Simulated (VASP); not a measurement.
# YSi: convergence with the precision settings and SCF threshold

How sensitive are energy, pressure and forces of YSi to the precision settings and SCF threshold? The atoms are off their equilibrium sites, so that forces can be compared too. The series runs use PBEsol. The precision settings tried: PREC = Low; PREC = Medium; PREC = Normal; PREC = Single; PREC = Accurate; LREAL = Auto; ADDGRID = .TRUE.; LASPH = .FALSE.. The SCF threshold tried: EDIFF = 0.01; EDIFF = 0.001; EDIFF = 1E-04; EDIFF = 1E-05; EDIFF = 1E-06; EDIFF = 1E-08. The atoms of the start are displaced at random from the sites of a Cmcm cell.

Method: PBEsol; plane waves and PAW (Y_sv, Si), in VASP 6.6.1.

## 1. Starting point

The structure is triclinic, space group P1 (No. 1). Conventional cell: a = 3.834 Å, b = 4.287 Å, c = 5.702 Å, α = 112.08°, β = 90.00°, γ = 90.00°. Nearest to Y lie 7 Si at 2.92 to 3.17 Å. Nearest to Y lie 7 Si at 2.94 to 3.18 Å. Nearest to Si lie 2 Si at 2.48 to 2.53 Å and 7 Y at 2.94 to 3.17 Å. Nearest to Si lie 2 Si at 2.48 to 2.53 Å and 7 Y at 2.92 to 3.18 Å. Farther neighbours are not listed.

Coordinates:

```xyz
4
Lattice="2.1433 -5.2838 0.0000 2.1433 5.2838 0.0000 0.0000 0.0000 3.8337" Properties=species:S:1:pos:R:3 pbc="T T T"
Y     2.1642    3.7793    0.9609
Y     2.1357   -3.7479    2.8513
Si    2.1640    0.8314    0.9330
Si    2.1775   -0.7806    2.8209
```

## 2. Precision settings: PREC = Low

PREC sets the FFT grids, and LREAL, ADDGRID and LASPH trade speed for accuracy. PBEsol restores the gradient expansion of exchange and is tuned for the cells of solids.

File INCAR:

```
SYSTEM = YSi
PREC = Low
ENCUT = 400
EDIFF = 1E-06
NELM = 100
ISMEAR = -1
SIGMA = 0.05
LREAL = .FALSE.
ALGO = Normal
GGA = PS
NBANDS = 21
LASPH = .TRUE.
LORBIT = 11
LWAVE = .FALSE.
LCHARG = .FALSE.
KPAR = 4
ISIF = 2
```

File POSCAR:

```
YSi
1.0
    2.1432990152     -5.2837738283      0.0000000000
    2.1432990152      5.2837738283      0.0000000000
    0.0000000000      0.0000000000      3.8336549400
Y Si
2 2
Direct
    0.1472470000      0.8625170000      0.2506440000
    0.8528820000      0.1435550000      0.7437610000
    0.4261600000      0.5835190000      0.2433760000
    0.5818540000      0.4341100000      0.7358210000
```

File KPOINTS:

```
Automatic mesh
0
Gamma
7 7 7
0 0 0
```

Potentials, in the order of the species: Y_sv and Si (PBE family, release 64).

The run is started by

```
mpirun -np 4 vasp_std
```

Output:

```text
[banner, memory and clock lines left out]
running    4 mpi-ranks, on    1 nodes
 distrk:  each k-point on    1 cores,    4 groups
 distr:  one band on    1 cores,    1 groups

 POSCAR found type information on POSCAR Y Si
 POSCAR found :  2 types and       4 ions
|                                                                             |
|               ----> ADVICE to this user running VASP <----                  |
|                                                                             |
|     You enforced a specific xc type in the INCAR file but a different       |
|     [... a line on the potential file left out ...]
|     I HOPE YOU KNOW WHAT YOU ARE DOING!                                     |
|                                                                             |

 LDA part: xc-table for (Slater+PW92), standard interpolation
 POSCAR, INCAR and KPOINTS ok, starting setup
 FFT: planning ... GRIDC
 FFT: planning ... GRID_SOFT
 FFT: planning ... GRID
 WAVECAR not read
 entering main loop
       N       E                     dE             d eps       ncg     rms          rms(c)
DAV:   1     0.104745850889E+03    0.10475E+03   -0.12552E+04  7240   0.110E+03
DAV:   2    -0.206081173655E+02   -0.12535E+03   -0.12047E+03  8621   0.256E+02
DAV:   3    -0.297805695566E+02   -0.91725E+01   -0.90540E+01 12526   0.459E+01
DAV:   4    -0.301447769566E+02   -0.36421E+00   -0.36281E+00  9544   0.907E+00
DAV:   5    -0.301545049175E+02   -0.97280E-02   -0.97262E-02 10746   0.141E+00    0.403E+01
DAV:   6    -0.289159192116E+02    0.12386E+01   -0.28874E+00  8382   0.745E+00    0.279E+01
DAV:   7    -0.288548945818E+02    0.61025E-01   -0.21806E+00 10614   0.676E+00    0.512E+00
DAV:   8    -0.287928236616E+02    0.62071E-01   -0.58538E-01  8157   0.349E+00    0.132E+00
DAV:   9    -0.287915888131E+02    0.12348E-02   -0.26399E-02 10155   0.918E-01    0.335E-01
DAV:  10    -0.287914981352E+02    0.90678E-04   -0.17144E-03 10258   0.291E-01    0.764E-02
DAV:  11    -0.287914851867E+02    0.12949E-04   -0.87224E-05  9541   0.508E-02    0.542E-02
DAV:  12    -0.287914819886E+02    0.31981E-05   -0.22169E-05  9259   0.262E-02    0.295E-02
DAV:  13    -0.287914822749E+02   -0.28626E-06   -0.41637E-06  7436   0.124E-02
   1 F= -.28791482E+02 E0= -.28778850E+02  d E =-.252646E-01
```

Elapsed: 22 s, on 4 MPI ranks of Intel Xeon Platinum 8488C (Sapphire Rapids), shared host; peak memory 1.1 GiB; 84 s of CPU time.

Lines that name or quote the potential files are left out of all logs, and their timing lines are given in words.

From OUTCAR (step 2):

```text
ion  position               nearest neighbor table
   1  0.147  0.863  0.251-   4 2.92   4 2.94   3 2.95   4 2.99   4 3.01   3 3.17   3 3.17   2 3.58
                             2 3.61   2 3.62   2 3.64   2 3.65   2 3.68
   2  0.853  0.144  0.744-   3 2.94   3 2.94   4 2.97   3 2.98   3 2.98   4 3.13   4 3.18   1 3.58
                             1 3.61   1 3.62   1 3.64   1 3.65   1 3.68
   3  0.426  0.584  0.243-   4 2.48   4 2.53   2 2.94   2 2.94   1 2.95   2 2.98   2 2.98   1 3.17
                             1 3.17
   4  0.582  0.434  0.736-   3 2.48   3 2.53   1 2.92   1 2.94   2 2.97   1 2.99   1 3.01   2 3.13
                             2 3.18

  LATTYP: Found a base centered orthorhombic cell.
 ALAT       =     4.2865980304
 B/A-ratio  =     2.4652527673
 C/A-ratio  =     0.8943350678

 Subroutine GETGRP returns: Found  1 space group operations
 (whereof  1 operations were pure point group operations)

The static configuration has the point symmetry C_1 .

 Found    172 irreducible k-points:

   k-points           NKPTS =    172   k-points in BZ     NKDIM =    172   number of bands    NBANDS=     21

   dimension x,y,z NGX =    28 NGY =   28 NGZ =   20
   dimension x,y,z NGXF=    30 NGYF=   30 NGZF=   20

   ENCUT  =  400.0 eV  29.40 Ry    5.42 a.u.   9.30  9.30  6.25*2*pi/ulx,y,z

   NELECT =      30.0000    total number of electrons

 k-points in reciprocal lattice and weights: Automatic mesh
   0.00000000  0.00000000  0.00000000       0.003
   0.14285714  0.00000000  0.00000000       0.006
   0.00000000  0.14285714  0.00000000       0.006
   0.28571429  0.00000000  0.00000000       0.006
   0.00000000  0.28571429  0.00000000       0.006
   0.42857143  0.00000000  0.00000000       0.006
   0.00000000  0.42857143  0.00000000       0.006
   0.14285714  0.14285714  0.00000000       0.006
   0.28571429  0.14285714  0.00000000       0.006
[...]
-0.42857143  0.42857143  0.42857143       0.006
   0.42857143 -0.42857143  0.42857143       0.006

 average (electrostatic) potential at core
       1 -34.5887       2 -34.5808       3 -83.4192       4 -83.4189

 E-fermi :   5.4453

 k-point     1 :       0.0000    0.0000    0.0000
  band No.  band energies     occupation
    ...
     10      -0.5450      2.00000
     11       2.6214      2.00000
     12       3.1178      2.00000
     13       3.8535      2.00000
     14       4.1844      2.00000
     15       5.6723      0.02114
     16       6.2033      0.00000
     17       7.2068      0.00000
     18       7.9265      0.00000
     19       8.1167      0.00000
    ...

 k-point     2 :       0.1429    0.0000    0.0000
  band No.  band energies     occupation
    ...
     10      -0.4415      2.00000
     11       1.9470      2.00000
     12       3.5818      2.00000
     13       3.7496      2.00000
     14       4.1653      2.00000
     15       5.7822      0.00237
     16       6.0724      0.00001
     17       6.7968      0.00000
     18       7.0933      0.00000
     19       8.0291      0.00000
    ...

 k-point     3 :       0.0000    0.1429    0.0000
  band No.  band energies     occupation
    ...
     10      -0.4368      2.00000
     11       1.9360      2.00000
     12       3.5837      2.00000
     13       3.7475      2.00000
     14       4.1606      2.00000
     15       5.7347      0.00611
     16       6.1154      0.00000
     17       6.7835      0.00000
     18       7.1074      0.00000
     19       8.0611      0.00000
    ...

  Total       -1.7395784     -1.4581569     -1.3465889      0.0729781     -0.0024841     -0.0115302
  in kB      -32.0984886    -26.9057337    -24.8470944      1.3465831     -0.0458372     -0.2127539
  external PRESSURE =     -27.9504389 kB  Pullay stress =       0.0000000 kB

  energy-cutoff  :      400.00
  volume of cell :       86.83
      direct lattice vectors                 reciprocal lattice vectors
     2.143299015 -5.283773828  0.000000000     0.233285228 -0.094629334  0.000000000
     2.143299015  5.283773828  0.000000000     0.233285228  0.094629334  0.000000000
     0.000000000  0.000000000  3.833654940     0.000000000  0.000000000  0.260847681

 POSITION                                       TOTAL-FORCE (eV/Angst)
 -----------------------------------------------------------------------------------
      2.16423      3.77932      0.96088         0.016721      0.433435     -0.269249
      2.13566     -3.74792      2.85132         0.230934     -0.357371      0.008910
      2.16404      0.83145      0.93302        -0.126462     -0.174009     -0.059963
      2.17751     -0.78065      2.82088        -0.121193      0.097944      0.320302
 -----------------------------------------------------------------------------------
    total drift:                                0.000111      0.004260     -0.000582

  FREE ENERGIE OF THE ION-ELECTRON SYSTEM (eV)
  ---------------------------------------------------
  free  energy   TOTEN  =       -28.7914822749 eV

  energy  without entropy=      -28.7662176413  energy(sigma->0) =      -28.77884996

 total charge
# of ion       s       p       d       f       tot
--------------------------------------------------
    1        2.185   6.358   1.058   0.026   9.627
    2        2.185   6.358   1.060   0.027   9.630
    3        0.763   0.893   0.000   0.000   1.656
    4        0.762   0.893   0.000   0.000   1.655
--------------------------------------------------
tot          5.894  14.503   2.118   0.053  22.568

[... 3 further parts left out ...]
```

The k-mesh is coarse for a metal. The PAW data sets were made with PBE, which is usual practice but a small mismatch for other functionals.

Numbers from this step:

| Property | Result |
| --- | --- |
| SCF cycles | 13 |
| electrons | 30 |
| bands | 21 |
| irreducible k-points | 172 |
| symmetry operations | 1 |
| free energy (TOTEN) | -28.79 eV |
| energy at zero smearing | -28.78 eV |
| Fermi energy | 5.445 eV |
| pressure | -2.795 GPa |
| metallic | yes |

The series starts at -7.1947 eV an atom and -2.80 GPa, after 13 cycles in 22 s.

## 3. Precision settings: PREC = Medium

INCAR: that of step 2 with these lines changed.

```diff
@@ -1,3 +1,3 @@
 SYSTEM = YSi
-PREC = Low
+PREC = Medium
 ENCUT = 400
```

POSCAR is that of step 2.

KPOINTS is that of step 2.

The run is started by

```
mpirun -np 4 vasp_std
```

Output:

```text
[banner, memory and clock lines left out]
running    4 mpi-ranks, on    1 nodes
[...]
[... a notice as in an earlier step ...]

 LDA part: xc-table for (Slater+PW92), standard interpolation
 POSCAR, INCAR and KPOINTS ok, starting setup
[...]
entering main loop
       N       E                     dE             d eps       ncg     rms          rms(c)
DAV:   1     0.104745697205E+03    0.10475E+03   -0.12552E+04  7240   0.110E+03
DAV:   2    -0.206081656748E+02   -0.12535E+03   -0.12047E+03  8621   0.256E+02
DAV:   3    -0.297806191242E+02   -0.91725E+01   -0.90540E+01 12526   0.459E+01
DAV:   4    -0.301448254818E+02   -0.36421E+00   -0.36280E+00  9544   0.907E+00
[...]
DAV:  11    -0.287915088961E+02    0.12945E-04   -0.87270E-05  9549   0.508E-02    0.542E-02
DAV:  12    -0.287915056981E+02    0.31980E-05   -0.22167E-05  9259   0.262E-02    0.295E-02
DAV:  13    -0.287915059856E+02   -0.28744E-06   -0.41626E-06  7436   0.124E-02
   1 F= -.28791506E+02 E0= -.28778874E+02  d E =-.252637E-01
```

Run time: 25 s. Hardware: 4 MPI ranks; peak memory 1.1 GiB; 94 s of CPU time.

Parts of OUTCAR (step 3):

```text
  Total       -1.7386999     -1.4603902     -1.3521032      0.0728270     -0.0035425     -0.0115820
  in kB      -32.0822783    -26.9469429    -24.9488430      1.3437955     -0.0653660     -0.2137091
  external PRESSURE =     -27.9926881 kB  Pullay stress =       0.0000000 kB

 POSITION                                       TOTAL-FORCE (eV/Angst)
 -----------------------------------------------------------------------------------
      2.16423      3.77932      0.96088         0.016627      0.435171     -0.269422
      2.13566     -3.74792      2.85132         0.230797     -0.358959      0.009294
      2.16404      0.83145      0.93302        -0.125927     -0.174130     -0.060146
      2.17751     -0.78065      2.82088        -0.121497      0.097919      0.320275
 -----------------------------------------------------------------------------------
    total drift:                               -0.000554     -0.000385     -0.000280

  FREE ENERGIE OF THE ION-ELECTRON SYSTEM (eV)
  ---------------------------------------------------
  free  energy   TOTEN  =       -28.7915059856 eV

  energy  without entropy=      -28.7662423306  energy(sigma->0) =      -28.77887416

[... 2 parts as in an earlier step ...]

[... 1 further part left out ...]
[key lines of the parts left out:]
E-fermi :   5.4453
```

Against the first of the series the energy moves by -0.01 meV an atom while the pressure stays within 0.01 GPa, after 13 cycles in 25 s.

## 4. Precision settings: PREC = Normal

INCAR: that of step 3 with these lines changed.

```diff
@@ -1,3 +1,3 @@
 SYSTEM = YSi
-PREC = Medium
+PREC = Normal
 ENCUT = 400
```

POSCAR is that of step 3.

KPOINTS is that of step 3.

The run is started by

```
mpirun -np 4 vasp_std
```

Output:

```text
[... set-up lines as in an earlier step ...]
 entering main loop
       N       E                     dE             d eps       ncg     rms          rms(c)
DAV:   1     0.104745749713E+03    0.10475E+03   -0.12552E+04  7240   0.110E+03
DAV:   2    -0.206080957351E+02   -0.12535E+03   -0.12047E+03  8621   0.256E+02
DAV:   3    -0.297805562165E+02   -0.91725E+01   -0.90540E+01 12526   0.459E+01
DAV:   4    -0.301447632891E+02   -0.36421E+00   -0.36280E+00  9544   0.907E+00
[...]
DAV:  11    -0.287914503207E+02    0.12944E-04   -0.87269E-05  9549   0.508E-02    0.542E-02
DAV:  12    -0.287914471235E+02    0.31972E-05   -0.22168E-05  9259   0.262E-02    0.295E-02
DAV:  13    -0.287914474098E+02   -0.28634E-06   -0.41630E-06  7436   0.124E-02
   1 F= -.28791447E+02 E0= -.28778816E+02  d E =-.252637E-01
```

It took 26 s on 4 MPI ranks; peak memory 1.2 GiB.

OUTCAR, selected parts (step 4):

```text
  Total       -1.7386513     -1.4592087     -1.3521778      0.0726977     -0.0033594     -0.0115603
  in kB      -32.0813817    -26.9251407    -24.9502194      1.3414088     -0.0619878     -0.2133090
  external PRESSURE =     -27.9855806 kB  Pullay stress =       0.0000000 kB

 POSITION                                       TOTAL-FORCE (eV/Angst)
 -----------------------------------------------------------------------------------
      2.16423      3.77932      0.96088         0.016636      0.435296     -0.269467
      2.13566     -3.74792      2.85132         0.230732     -0.358518      0.008914
      2.16404      0.83145      0.93302        -0.125995     -0.174437     -0.059930
      2.17751     -0.78065      2.82088        -0.121373      0.097659      0.320483
 -----------------------------------------------------------------------------------
    total drift:                               -0.000144     -0.000037      0.000114

  FREE ENERGIE OF THE ION-ELECTRON SYSTEM (eV)
  ---------------------------------------------------
  free  energy   TOTEN  =       -28.7914474098 eV

  energy  without entropy=      -28.7661837180  energy(sigma->0) =      -28.77881556

[... 2 parts as in an earlier step ...]

[... 1 further part left out ...]
[key lines of the parts left out:]
E-fermi :   5.4453
```

Against the first of the series the energy moves by +0.01 meV an atom while the pressure stays within 0.01 GPa, after 13 cycles in 26 s.

## 5. Precision settings: PREC = Single

INCAR: that of step 4 with these lines changed.

```diff
@@ -1,3 +1,3 @@
 SYSTEM = YSi
-PREC = Normal
+PREC = Single
 ENCUT = 400
```

POSCAR is that of step 4.

KPOINTS is that of step 4.

The run is started by

```
mpirun -np 4 vasp_std
```

Output:

```text
[... set-up lines as in an earlier step ...]
 entering main loop
       N       E                     dE             d eps       ncg     rms          rms(c)
DAV:   1     0.104745719345E+03    0.10475E+03   -0.12552E+04  7240   0.110E+03
DAV:   2    -0.206081661813E+02   -0.12535E+03   -0.12047E+03  8621   0.256E+02
DAV:   3    -0.297806243197E+02   -0.91725E+01   -0.90540E+01 12526   0.459E+01
DAV:   4    -0.301448265489E+02   -0.36420E+00   -0.36280E+00  9544   0.907E+00
[...]
DAV:  11    -0.287915103116E+02    0.12945E-04   -0.87271E-05  9549   0.508E-02    0.542E-02
DAV:  12    -0.287915071145E+02    0.31971E-05   -0.22168E-05  9259   0.262E-02    0.295E-02
DAV:  13    -0.287915074013E+02   -0.28687E-06   -0.41627E-06  7436   0.124E-02
   1 F= -.28791507E+02 E0= -.28778876E+02  d E =-.252636E-01
```

Run time: 45 s. Hardware: 4 MPI ranks; peak memory 1.1 GiB.

OUTCAR, selected parts (step 5):

```text
  Total       -1.7386892     -1.4603519     -1.3521008      0.0728272     -0.0035426     -0.0115820
  in kB      -32.0820813    -26.9462357    -24.9487990      1.3437989     -0.0653670     -0.2137093
  external PRESSURE =     -27.9923720 kB  Pullay stress =       0.0000000 kB

 POSITION                                       TOTAL-FORCE (eV/Angst)
 -----------------------------------------------------------------------------------
      2.16423      3.77932      0.96088         0.016627      0.435170     -0.269422
      2.13566     -3.74792      2.85132         0.230797     -0.358958      0.009293
      2.16404      0.83145      0.93302        -0.125927     -0.174127     -0.060146
      2.17751     -0.78065      2.82088        -0.121497      0.097916      0.320275
 -----------------------------------------------------------------------------------
    total drift:                               -0.000553     -0.000385     -0.000278

  FREE ENERGIE OF THE ION-ELECTRON SYSTEM (eV)
  ---------------------------------------------------
  free  energy   TOTEN  =       -28.7915074013 eV

  energy  without entropy=      -28.7662437534  energy(sigma->0) =      -28.77887558

[... 2 parts as in an earlier step ...]

[... 1 further part left out ...]
[key lines of the parts left out:]
E-fermi :   5.4453
```

Against the first of the series the energy moves by -0.01 meV an atom while the pressure stays within 0.01 GPa, after 13 cycles in 45 s.

## 6. Precision settings: PREC = Accurate

INCAR: that of step 5 with these lines changed.

```diff
@@ -1,3 +1,3 @@
 SYSTEM = YSi
-PREC = Single
+PREC = Accurate
 ENCUT = 400
```

POSCAR is that of step 5.

KPOINTS is that of step 5.

The run is started by

```
mpirun -np 4 vasp_std
```

Output:

```text
[... set-up lines as in an earlier step ...]
 entering main loop
       N       E                     dE             d eps       ncg     rms          rms(c)
DAV:   1     0.104745774716E+03    0.10475E+03   -0.12552E+04  7240   0.110E+03
DAV:   2    -0.206080923983E+02   -0.12535E+03   -0.12047E+03  8621   0.256E+02
DAV:   3    -0.297805571107E+02   -0.91725E+01   -0.90540E+01 12526   0.459E+01
DAV:   4    -0.301447599877E+02   -0.36420E+00   -0.36280E+00  9544   0.907E+00
[...]
DAV:  11    -0.287914481502E+02    0.12944E-04   -0.87270E-05  9549   0.508E-02    0.542E-02
DAV:  12    -0.287914449534E+02    0.31968E-05   -0.22168E-05  9259   0.262E-02    0.295E-02
DAV:  13    -0.287914452397E+02   -0.28626E-06   -0.41631E-06  7436   0.124E-02
   1 F= -.28791445E+02 E0= -.28778813E+02  d E =-.252637E-01
```

Wall time 45 s (4 MPI ranks); peak memory 1.4 GiB.

From OUTCAR (step 6):

```text
  Total       -1.7385452     -1.4592062     -1.3521901      0.0727239     -0.0033393     -0.0115653
  in kB      -32.0794238    -26.9250961    -24.9504465      1.3418933     -0.0616167     -0.2134013
  external PRESSURE =     -27.9849888 kB  Pullay stress =       0.0000000 kB

 POSITION                                       TOTAL-FORCE (eV/Angst)
 -----------------------------------------------------------------------------------
      2.16423      3.77932      0.96088         0.016663      0.435264     -0.269403
      2.13566     -3.74792      2.85132         0.230737     -0.358570      0.008732
      2.16404      0.83145      0.93302        -0.126036     -0.174422     -0.059802
      2.17751     -0.78065      2.82088        -0.121364      0.097728      0.320473
 -----------------------------------------------------------------------------------
    total drift:                               -0.000102     -0.000045     -0.000005

  FREE ENERGIE OF THE ION-ELECTRON SYSTEM (eV)
  ---------------------------------------------------
  free  energy   TOTEN  =       -28.7914452397 eV

  energy  without entropy=      -28.7661815498  energy(sigma->0) =      -28.77881339

[... 2 parts as in an earlier step ...]

[... 1 further part left out ...]
[key lines of the parts left out:]
E-fermi :   5.4453
```

Against the first of the series the energy moves by +0.01 meV an atom while the pressure stays within 0.01 GPa, after 13 cycles in 45 s.

[end of part 1 of 3]

[Lines on the potential files, build, host, timing and source positions are cut from VASP's logs without a mark.]

[Logs are printed without paths, hosts, clocks, repeated set-up lines and the standing remarks that a program may print on its own settings, such as how far it seeks lower states.]

[Hosts, paths, dates, database ids (printed as entryN), source tags and the programs' standing remarks are cut or masked in the printed files.]

[A measured line is paired with the nearest computed mode of its activity, which favours agreement.]
